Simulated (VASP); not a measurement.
All values below come from revPBE GGA, VASP's PBE PAW potentials (set 64) (plane waves; VASP).

VASP input:

INCAR:
```
SYSTEM = Ta
PREC = Accurate
ENCUT = 520
EDIFF = 1E-7
NELM = 100
ALGO = Normal
LREAL = .FALSE.
LASPH = .TRUE.
ISMEAR = -5
GGA = RE
LMAXMIX = 6
LWAVE = .FALSE.
LCHARG = .TRUE.
LORBIT = 11
NEDOS = 601
ISIF = 2
```

File KPOINTS:
```
Automatic mesh
0
G
  17 17 17
```

**POSCAR**
```
Ta
2.8861480
 -0.5773503267   0.5773503267   0.5773503267
  0.5773503267  -0.5773503267   0.5773503267
  0.5773503267   0.5773503267  -0.5773503267
Ta
1
Cart
  0.0000000000   0.0000000000   0.0000000000
```

POTCAR, in this order: Ta_pv (PBE.64 set). Program: vasp_std.

Unless said otherwise, spin-orbit coupling is left out, though it shifts the bands of the heavy elements here.

Q: Estimate the energy per atom (σ→0), band gap (on the k-mesh).

A: 
```
Item                                                        Result
------------------------  ----------------------------------------
energy per atom (σ→0)                              -11.414 eV/atom
band gap (on the k-mesh)  none (metal, semimetal or under 0.01 eV)
```

File OSZICAR:
```
...
DAV:   6    -0.115197921538E+02    0.35656E+00   -0.41593E-01  3086   0.790E+00    0.614E+00
DAV:   7    -0.114145434460E+02    0.10525E+00   -0.34469E-01  3113   0.681E+00    0.394E-01
DAV:   8    -0.114136388260E+02    0.90462E-03   -0.43469E-03  3190   0.851E-01    0.134E-01
DAV:   9    -0.114136308718E+02    0.79543E-05   -0.21375E-04  3143   0.187E-01    0.354E-02
DAV:  10    -0.114136226002E+02    0.82716E-05   -0.48451E-06  3340   0.327E-02    0.650E-03
DAV:  11    -0.114136223551E+02    0.24511E-06   -0.23124E-07  3138   0.697E-03    0.921E-04
DAV:  12    -0.114136222553E+02    0.99785E-07   -0.40986E-09  1555   0.779E-04
   1 F= -.11413622E+02 E0= -.11413622E+02  d E =0.000000E+00
```

The compound is Ta in the bcc structure. It was relaxed first.
